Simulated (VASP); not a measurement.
**Berry-phase polarisation of BaTiO3**

Wanted: polarisation and energy of BaTiO3 along a straight path from a centred structure to the polar one.

Calculated with VASP 6.6.1; LDA, no spin polarisation; plane waves and PAW (Ba_sv_GW, Ti_sv, O), in the first sound run; inputs show where later runs differ.

### Step 1. Set-up

It takes space group P4mm (No. 99, tetragonal). Conventional cell: a = 3.990 Å, b = 3.990 Å, c = 4.040 Å, α = 90.00°, β = 90.00°, γ = 90.00°. Nearest to Ba lie 12 O at 2.78 to 2.90 Å. Nearest to Ti lie 6 O at 1.86 to 2.18 Å. Nearest to O lie 2 Ti at 1.86 to 2.18 Å and 4 Ba at 2.82 Å. O has 2 Ti at 2.00 Å and 4 Ba at 2.78 to 2.90 Å nearest. Farther neighbours, and contacts between anions beyond the nearest, are not listed.

### Step 2. Relax the crystal, LDA

The polar end is relaxed first.

This step took 2 runs in a row; the last is shown.

Level: LDA, no spin polarisation; plane waves and PAW (Ba_sv_GW, Ti_sv, O).

INCAR reads:

```
SYSTEM = BaTiO3
PREC = Accurate
ENCUT = 520
EDIFF = 1E-07
NELM = 120
ISMEAR = 0
SIGMA = 0.02
LREAL = .FALSE.
ALGO = Normal
GGA = CA
NBANDS = 26
LASPH = .TRUE.
LORBIT = 11
LWAVE = .FALSE.
LCHARG = .FALSE.
KPAR = 8
IBRION = 2
NSW = 80
ISIF = 3
EDIFFG = -0.005
POTIM = 0.4
```

POSCAR reads:

```
BaTiO3
1.0
    3.9333040755      0.0000000000      0.0000000000
    0.0000000000      3.9333040755      0.0000000000
    0.0000000000      0.0000000000      3.9666517487
Ba Ti O
1 1 3
Direct
    0.0000000000      0.0000000000      0.9981031058
    0.5000000000      0.5000000000      0.5084186893
    0.5000000000      0.5000000000      0.9811776759
    0.5000000000      0.0000000000      0.4861502645
    0.0000000000      0.5000000000      0.4861502645
```

KPOINTS reads:

```
Automatic mesh
0
Gamma
7 7 7
0 0 0
```

The projector-augmented-wave data sets are Ba_sv_GW, Ti_sv and O (LDA family, release 64).

The run is started by

```
mpirun -np 8 vasp_std
```

The program printed:

```text
[banner, memory and clock lines left out]
running    8 mpi-ranks, on    1 nodes
[...]
|                                                                             |
|           W    W    AA    RRRRR   N    N  II  N    N   GGGG   !!!           |
|           W    W   A  A   R    R  NN   N  II  NN   N  G    G  !!!           |
|           W    W  A    A  R    R  N N  N  II  N N  N  G       !!!           |
|           W WW W  AAAAAA  RRRRR   N  N N  II  N  N N  G  GGG   !            |
|           WW  WW  A    A  R   R   N   NN  II  N   NN  G    G                |
|           W    W  A    A  R    R  N    N  II  N    N   GGGG   !!!           |
|                                                                             |
|     For optimal performance we recommend to set                             |
|       NCORE = 2 up to number-of-cores-per-socket                            |
|     NCORE specifies how many cores store one orbital (NPAR=cpu/NCORE).      |
|     This setting can greatly improve the performance of VASP for DFT.       |
[...]
|     Unfortunately you need to use the default for GW and RPA                |
|     calculations (for HF NCORE is supported but not extensively tested      |
|     yet).                                                                   |
|                                                                             |

 LDA part: xc-table for (Slater(with rela. corr.)+CA(PZ))
 , standard interpolation
 POSCAR, INCAR and KPOINTS ok, starting setup
[...]
entering main loop
       N       E                     dE             d eps       ncg     rms          rms(c)
DAV:   1     0.541360E+03    0.54136E+03   -0.18947E+04  2088   0.170E+03
DAV:   2     0.149084E+02   -0.52645E+03   -0.51109E+03  2768   0.477E+02
DAV:   3    -0.550868E+02   -0.69995E+02   -0.65234E+02  3342   0.185E+02
DAV:   4    -0.582101E+02   -0.31233E+01   -0.31169E+01  3172   0.373E+01
[...]
DAV:  21    -0.472637E+02    0.62447E-06   -0.13581E-06  2618   0.118E-02    0.632E-02
DAV:  22    -0.472637E+02    0.33527E-06   -0.10192E-06  2884   0.830E-03    0.187E-02
DAV:  23    -0.472637E+02    0.17443E-07   -0.15395E-07  1900   0.397E-03
   1 F= -.47263708E+02 E0= -.47263708E+02  d E =-.472637E+02
[...]
reached required accuracy - stopping structural energy minimisation
```

It took 17 s on 8 MPI ranks of AMD EPYC 7R43, shared host; peak memory 1.6 GiB; 2.1 min of CPU time.

Lines that name or quote the potential files are left out of all logs, and their timing lines are given in words.

Parts of OUTCAR (step 2):

```text
  Total        0.0058716      0.0058716      0.0009997      0.0000000      0.0000000      0.0000000
  in kB        0.1532959      0.1532959      0.0261012      0.0000000      0.0000000      0.0000000
  external PRESSURE =       0.1108977 kB  Pullay stress =       0.0000000 kB

 POSITION                                       TOTAL-FORCE (eV/Angst)
 -----------------------------------------------------------------------------------
      0.00000      0.00000      3.95913        -0.000000      0.000000     -0.001376
      1.96665      1.96665      2.01672        -0.000000      0.000000     -0.001200
      1.96665      1.96665      3.89199        -0.000000     -0.000000     -0.001931
      1.96665      0.00000      1.92839         0.000000      0.000000      0.002253
      0.00000      1.96665      1.92839        -0.000000      0.000000      0.002253
 -----------------------------------------------------------------------------------
    total drift:                                0.000000      0.000000      0.000004

  FREE ENERGIE OF THE ION-ELECTRON SYSTEM (eV)
  ---------------------------------------------------
  free  energy   TOTEN  =       -47.2637084849 eV

  energy  without entropy=      -47.2637084849  energy(sigma->0) =      -47.26370848

 reached required accuracy - stopping structural energy minimisation

[... 3 further parts left out ...]
[key lines of the parts left out:]
E-fermi :   5.5517
```

Numbers from this step:

```
energy at zero smearing      : -47.2637 eV
stress, compression positive : xx, yy, zz 0.02, 0.02, 0.00 GPa
volume                       : 61.368 Å³
ionic steps                  : 1
```

### Step 3. Berry phase, LDA

The centred structure lies half way between the polar one and its mirror or inverted image (space group 123 within 0.02 Å; largest move 0.073 Å). One point of the path in full, at 1 of the distortion.

Level: LDA, no spin polarisation; plane waves and PAW (Ba_sv_GW, Ti_sv, O).

INCAR reads:

```
SYSTEM = BaTiO3
PREC = Accurate
ENCUT = 520
EDIFF = 1E-07
NELM = 100
ISMEAR = 0
SIGMA = 0.02
LREAL = .FALSE.
ALGO = Normal
GGA = CA
NBANDS = 26
LASPH = .TRUE.
LWAVE = .FALSE.
LCHARG = .FALSE.
LCALCPOL = .TRUE.
DIPOL = 0.123 0.137 0.119
ISIF = 2
```

POSCAR reads:

```
BaTiO3
1.0
    3.9333040755      0.0000000000      0.0000000000
    0.0000000000      3.9333040755      0.0000000000
    0.0000000000      0.0000000000      3.9666517487
Ba Ti O
1 1 3
Direct
    0.0000000000      0.0000000000      0.9981031060
    0.5000000000      0.5000000000      0.5084186890
    0.5000000000      0.5000000000      0.9811776760
    0.5000000000      0.0000000000      0.4861502640
    0.0000000000      0.5000000000      0.4861502640
```

KPOINTS reads:

```
Automatic mesh
0
Gamma
8 8 8
0 0 0
```

The run is started by

```
mpirun -np 2 vasp_std
```

The program printed:

```text
[banner, memory and clock lines left out]
running    2 mpi-ranks, on    1 nodes
[...]
LDA part: xc-table for (Slater(with rela. corr.)+CA(PZ))
 , standard interpolation
 POSCAR, INCAR and KPOINTS ok, starting setup
[...]
entering main loop
       N       E                     dE             d eps       ncg     rms          rms(c)
DAV:   1     0.537745E+03    0.53775E+03   -0.18873E+04  3900   0.170E+03
DAV:   2     0.158871E+02   -0.52186E+03   -0.50736E+03  5132   0.475E+02
DAV:   3    -0.548211E+02   -0.70708E+02   -0.66237E+02  6234   0.185E+02
DAV:   4    -0.582183E+02   -0.33973E+01   -0.33903E+01  6120   0.383E+01
[...]
DAV:  20    -0.472637E+02    0.59688E-05   -0.16915E-05  4486   0.287E-02    0.104E-01
DAV:  21    -0.472637E+02    0.47309E-06   -0.31990E-06  5454   0.146E-02    0.236E-02
DAV:  22    -0.472637E+02    0.71750E-08   -0.10697E-07  3038   0.243E-03
 p_tot=(  0.278E+02  0.256E+02  0.296E+02 )
   1 F= -.47263730E+02 E0= -.47263730E+02  d E =-.109394E-12
```

The job ended after 2.2 min (2 MPI ranks; peak memory 0.48 GiB).

Parts of OUTCAR (step 3):

```text
  Total        0.0131362      0.0131362      0.0073891      0.0000000      0.0000000      0.0000000
  in kB        0.3429587      0.3429587      0.1929144      0.0000000      0.0000000      0.0000000
  external PRESSURE =       0.2929439 kB  Pullay stress =       0.0000000 kB

 POSITION                                       TOTAL-FORCE (eV/Angst)
 -----------------------------------------------------------------------------------
      0.00000      0.00000      3.95913         0.000000      0.000000     -0.001440
      1.96665      1.96665      2.01672         0.000000     -0.000000     -0.001749
      1.96665      1.96665      3.89199         0.000000      0.000000     -0.002052
      1.96665      0.00000      1.92839         0.000000      0.000000      0.002620
      0.00000      1.96665      1.92839        -0.000000      0.000000      0.002620
 -----------------------------------------------------------------------------------
    total drift:                                0.000000      0.000000     -0.000010

  FREE ENERGIE OF THE ION-ELECTRON SYSTEM (eV)
  ---------------------------------------------------
  free  energy   TOTEN  =       -47.2637300928 eV

  energy  without entropy=      -47.2637300928  energy(sigma->0) =      -47.26373009

[... 1 part as in an earlier step ...]

[... 2 further parts left out ...]
[key lines of the parts left out:]
E-fermi :   5.6232
```

Read from the output:

```
energy at zero smearing      : -47.2637 eV
stress, compression positive : xx, yy, zz 0.03, 0.03, 0.02 GPa
```

The run ends at a pressure of 0.03 GPa, with forces up to 0.0026 eV/Å.

### Step 4. The whole series

The other members went through these steps as far as the tables show, at the cell of the polar end; 11 runs are not shown. The session took 1.1 core hours on a shared machine.

The Berry phase fixes the polarisation only up to a quantum, here 104 µC/cm², so branches are joined from point to point.

```
fraction of the polar distortion  polarisation, branches joined (µC/cm²)  energy above the polar end (meV/f.u.)  gap on the mesh (eV)
                               0                                    0.00                                   5.59                  1.77
                            0.10                                    2.30                                   5.48                  1.77
                            0.20                                    4.59                                   5.14                  1.78
                            0.30                                    6.88                                      ?                  1.79
                            0.40                                    9.15                                   3.90                  1.79
                            0.50                                   11.40                                   3.09                  1.79
                            0.60                                   13.64                                   2.23                  1.79
                            0.70                                   15.85                                   1.40                  1.80
                            0.80                                   18.03                                   0.68                  1.80
                            0.90                                   20.18                                   0.18                  1.81
                               1                                   22.31                                   0.00                  1.81
```

### Step 5. A double well from the known rows

Fitting a parabola to the 10 known rows (u: square of the distortion) gives E = 5.834 u² − 11.41 u + 5.588 in meV/f.u.; the residuals are 0.0064 meV/f.u. r.m.s.

At u = 0.09 this predicts 4.6 meV/f.u.

### Step 6. Prediction against calculation

The calculation gives 4.6 meV/f.u., so the prediction is right to the last digit shown.

### Step 7. Results

```
polarisation at the last point  : 22.3 µC/cm²
energy of the centred structure : 6 meV/f.u.
highest point of the path       : 6 meV/f.u.
error of the predicted energy   : 0.0 meV/f.u.
```

The largest step between points is 2.3 µC/cm², well under half the quantum, so the joining is safe. The polarisation departs from a straight line by up to 0.3 µC/cm². The smallest gap along the path is 1.77 eV. The value belongs to this centred reference; where a crystal has several, another path can give another value. A straight path at a fixed cell bounds the barrier of uniform switching from above; real films switch at domain walls.

[Long decimals in the printed logs are rounded to 6 places.]

[Lines on the potential files, build, host, timing and source positions are cut from VASP's logs without a mark.]

[Logs are printed without paths, hosts, clocks, repeated set-up lines and the standing remarks that a program may print on its own settings, such as how far it seeks lower states.]

[Hosts, paths, dates, database ids (printed as entryN), source tags and the programs' standing remarks are cut or masked in the printed files.]
